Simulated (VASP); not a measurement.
The cell holds one TiS2 (1T layered) monolayer, with vacuum along c.

Given:

```yaml
crystal:
  lattice:
    - [3.37208, 0.00000, 0.00000]
    - [-1.68604, 2.92030, 0.00000]
    - [0.00000, 0.00000, 18.03078]
  atoms:
    - { symbol: S, position: [0.66667, 0.33333, 0.42063] }
    - { symbol: S, position: [0.33333, 0.66667, 0.57937] }
    - { symbol: Ti, position: [0.00000, 0.00000, 0.50000] }
```

These are PBE GGA with D3 dispersion (Becke-Johnson damping), VASP's PBE PAW potentials (set 64) (plane waves; VASP) values and carry that method's errors. Numerical set-up: 400 eV cut-off, 18×18×1 Γ-centred mesh, first-order Methfessel-Paxton smearing of 0.10 eV, potentials S Ti_sv.

### Question
Predict its energy to cut it from the bulk, per area, work function, band gap (on the k-mesh).

### Answer

The energy to cut it from the bulk, per area is 33.1 meV/Å² and the work function is 5.73 eV. The band gap (on the k-mesh) is none (metal, semimetal or under 0.01 eV).

The cell is a sheet with vacuum, built from TiS2 (1T layered).
